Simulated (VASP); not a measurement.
Given:

```
CELL_PARAMETERS angstrom
      0.00000     1.93372     1.93372
      1.93372     0.00000     1.93372
      1.93372     1.93372     0.00000
ATOMIC_POSITIONS crystal
  Rh 0.00000 0.00000 0.00000
```

Calculation: PBE GGA, VASP's PBE PAW potentials (set 64) (plane waves; VASP 6.6.1). Settings: 520 eV cut-off, 16×16×16 Γ-centred mesh, first-order Methfessel-Paxton smearing of 0.10 eV, potentials Rh_pv.

Problem. Give the stress tensor in GPa (positive for a compressed cell).

Solution. 
```
-6.94   0.00   0.00
 0.00  -6.94   0.00
 0.00   0.00  -6.94
```
The pressure is its mean diagonal, -6.94 GPa.

The compound is Rh in the fcc structure. This cell is one point of a volume scan, at 1.03 of the reference volume.
